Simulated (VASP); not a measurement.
Input:

```
MgB2
1.0
    1.53954    -2.66656     0.00000
    1.53954     2.66656     0.00000
    0.00000     0.00000     3.48231
Mg B
1 2
Direct
  0.00000   0.00000   0.00000
  0.33333   0.66667   0.50000
  0.66667   0.33333   0.50000
```

Computed with optB88-vdW, VASP's PBE PAW potentials (set 64) (plane waves; VASP 6.6.1). Numerical set-up: 520 eV cut-off, Gaussian smearing of 0.050 eV, potentials Mg B.

Question: Give the energies of bands 1 to 6 at the high-symmetry points, in eV from the Fermi level.

Answer: 
| band | Γ | M | K | A | L | H |
|---|---|---|---|---|---|---|
| 1 | -12.37 | -8.51 | -7.25 | -11.05 | -7.50 | -6.32 |
| 2 | -2.79 | -7.77 | -7.25 | -7.35 | -6.83 | -6.32 |
| 3 | 0.33 | -2.17 | -5.77 | 0.72 | -3.50 | -5.08 |
| 4 | 0.33 | 0.33 | 1.92 | 0.72 | -1.87 | -1.95 |
| 5 | 2.01 | 3.23 | 1.92 | 6.73 | -1.20 | -1.95 |
| 6 | 6.38 | 4.03 | 6.45 | 6.73 | 5.89 | 3.75 |

It has no gap at this level: it comes out as a metal or semimetal.

The compound is MgB2 in the AlB2 type structure. It was relaxed first.
